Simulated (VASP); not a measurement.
Computed with rev-vdW-DF2, VASP's PBE PAW potentials (set 64) (plane waves; VASP 6.6.1).

A VASP calculation is set up with these files.

### KPOINTS
```
k-points along high-symmetry lines
15
Line-mode
Reciprocal
  0.000000   0.000000   0.000000 ! GAMMA
  0.000000   0.500000   0.000000 ! X

  0.000000   0.500000   0.000000 ! X
  0.500000   0.500000   0.000000 ! M

  0.500000   0.500000   0.000000 ! M
  0.000000   0.000000   0.000000 ! GAMMA

  0.000000   0.000000   0.000000 ! GAMMA
  0.500000   0.500000   0.500000 ! R

  0.500000   0.500000   0.500000 ! R
  0.000000   0.500000   0.000000 ! X

  0.500000   0.500000   0.500000 ! R
  0.500000   0.500000   0.000000 ! M
```

### INCAR
```
SYSTEM = SrTiO3
PREC = Accurate
ENCUT = 520
EDIFF = 1E-7
NELM = 100
ALGO = Normal
LREAL = .FALSE.
LASPH = .TRUE.
ISMEAR = 0
SIGMA = 0.05
GGA = MK
PARAM1 = 0.1234568
PARAM2 = 0.7114
ZAB_VDW = -1.8867
LUSE_VDW = .TRUE.
AGGAC = 0.0
LMAXMIX = 4
LWAVE = .FALSE.
LCHARG = .FALSE.
LORBIT = 11
ICHARG = 11
```

**POSCAR**
```
SrTiO3
1
    3.9169481973    -0.0000000000     0.0000000000
    0.0000000000     3.9169481973    -0.0000000000
   -0.0000000000    -0.0000000000     3.9169481973
Sr Ti O
1 1 3
Direct
  0.0000000000   0.0000000000   0.0000000000
  0.5000000000   0.5000000000   0.5000000000
  0.5000000000   0.0000000000   0.5000000000
  0.0000000000   0.5000000000   0.5000000000
  0.5000000000   0.5000000000   0.0000000000
```

POTCAR, in this order: Sr_sv Ti_sv O (PBE.64 set). Program: vasp_std. Read from the step before: CHGCAR.

What VASP printed:

File OUTCAR:
```
 ion  position               nearest neighbor table
   1  0.000  0.000  0.000-   3 2.77   4 2.77   5 2.77   3 2.77   4 2.77   4 2.77   5 2.77   4 2.77
                             3 2.77   5 2.77   3 2.77   5 2.77   2 3.39   2 3.39   2 3.39   2 3.39
   2  0.500  0.500  0.500-   3 1.96   4 1.96   5 1.96   5 1.96   3 1.96   4 1.96   1 3.39   1 3.39
                             1 3.39   1 3.39   1 3.39   1 3.39   1 3.39   1 3.39
   3  0.500  0.000  0.500-   2 1.96   2 1.96   1 2.77   1 2.77   1 2.77   1 2.77
   4  0.000  0.500  0.500-   2 1.96   2 1.96   1 2.77   1 2.77   1 2.77   1 2.77
   5  0.500  0.500  0.000-   2 1.96   2 1.96   1 2.77   1 2.77   1 2.77   1 2.77
  LATTYP: Found a simple cubic cell.
 ALAT       =     3.9169481973
 Subroutine PRICEL returns:
 Original cell was already a primitive cell.
 Subroutine GETGRP returns: Found 48 space group operations
The static configuration has the point symmetry O_h .
The dynamic configuration has the point symmetry O_h .
 Subroutine INISYM returns: Found 48 space group operations
   k-points           NKPTS =     90   k-points in BZ     NKDIM =     90   number of bands    NBANDS=     24
   number of dos      NEDOS =    301   number of ions     NIONS =      5
   total plane-waves  NPLWV =  27000
   dimension x,y,z NGX =    30 NGY =   30 NGZ =   30
   dimension x,y,z NGXF=    60 NGYF=   60 NGZF=   60
   ions per type =               1   1   3
   PREC   = accura    normal or accurate (medium, high low for compatibility)
   ISTART =      0    job   : 0-new  1-cont  2-samecut
   ICHARG =     11    charge: 1-file 2-atom 10-const
   ISPIN  =      1    spin polarized calculation?
   LNONCOLLINEAR =      F non collinear calculations
   LSORBIT =      F    spin-orbit coupling
   INIWAV =      1    electr: 0-lowe 1-rand  2-diag
   ENCUT  =  520.0 eV  38.22 Ry    6.18 a.u.   7.28  7.28  7.28*2*pi/ulx,y,z
   NELM   =    100;   NELMIN=  2; NELMDL= -5     # of ELM steps
   EDIFF  = 0.1E-06   stopping-criterion for ELM
   LREAL  =      F    real-space projection
   NLSPLINE    = F    spline interpolate recip. space projectors
   LMAXMIX     =    4 max onsite mixed and CHGCAR
   VOSKOWN=      0    Vosko Wilk Nusair interpolation
   EDIFFG = 0.1E-05   stopping-criterion for IOM
   NSW    =      0    number of steps for IOM
   NBLOCK =      1;   KBLOCK =      1    inner block; outer block
   IBRION =     -1    ionic relax: 0-MD 1-quasi-New 2-CG
...
```

OSZICAR:
```
       N       E                     dE             d eps       ncg     rms          rms(c)
DAV:   1     0.427796840092E+03    0.42780E+03   -0.22458E+04  4320   0.188E+03
DAV:   2     0.189377238426E+02   -0.40886E+03   -0.40230E+03  4856   0.493E+02
DAV:   3    -0.288086236049E+02   -0.47746E+02   -0.46030E+02  7104   0.143E+02
DAV:   4    -0.307662116052E+02   -0.19576E+01   -0.19565E+01  5432   0.284E+01
DAV:   5    -0.308409829374E+02   -0.74771E-01   -0.74770E-01  6240   0.458E+00
DAV:   6    -0.308420505099E+02   -0.10676E-02   -0.10676E-02  5720   0.556E-01
DAV:   7    -0.308420775776E+02   -0.27068E-04   -0.27068E-04  6360   0.771E-02
DAV:   8    -0.308420780087E+02   -0.43109E-06   -0.43110E-06  5704   0.924E-03
DAV:   9    -0.308420780181E+02   -0.94096E-08   -0.94246E-08  4176   0.137E-03
   1 F= -.30842078E+02 E0= -.30842078E+02  d E =-.703046E-21
```

### OUTCAR
```
 val. band max:        3.9388424603   @ k =   0.5000   0.5000   0.5000

 cond. band min:       5.7589223790   @ k =   0.0000   0.0000   0.0000



 k-point     1 :       0.0000    0.0000    0.0000
  band No.  band energies     occupation
      1     -52.3857      2.00000
      2     -28.8143      2.00000
      3     -28.7458      2.00000
      4     -28.7458      2.00000
      5     -28.7458      2.00000
      6     -13.3406      2.00000
      7     -12.3613      2.00000
      8     -12.3613      2.00000
      9     -10.8078      2.00000
     10     -10.8078      2.00000
     11     -10.8078      2.00000
     12       1.1323      2.00000
     13       1.1323      2.00000
     14       1.1323      2.00000
     15       2.7813      2.00000
     16       2.7813      2.00000
     17       2.7813      2.00000
     18       3.5799      2.00000
     19       3.5799      2.00000
     20       3.5799      2.00000
     21       5.7589      0.00000
     22       5.7589      0.00000
     23       5.7589      0.00000
     24       8.1655      0.00000

 k-point     2 :       0.0000    0.0357    0.0000
  band No.  band energies     occupation
      1     -52.3857      2.00000
      2     -28.8162      2.00000
      3     -28.7457      2.00000
      4     -28.7457      2.00000
      5     -28.7444      2.00000
      6     -13.3407      2.00000
      7     -12.3630      2.00000
      8     -12.3606      2.00000
      9     -10.8072      2.00000
     10     -10.8072      2.00000
     11     -10.7979      2.00000
     12       1.1151      2.00000
     13       1.1314      2.00000
     14       1.1314      2.00000
     15       2.7635      2.00000
     16       2.7635      2.00000
     17       2.7691      2.00000
     18       3.5356      2.00000
     19       3.5697      2.00000
     20       3.5697      2.00000
     21       5.7609      0.00000
     22       5.7908      0.00000
     23       5.7908      0.00000
     24       8.1664      0.00000

...
```

The density is held fixed in this step, so its total energy and stress have no physical meaning.

The compound is SrTiO3 in the cubic perovskite structure, the ideal cubic form; the compound distorts at low or room temperature. It was relaxed first.
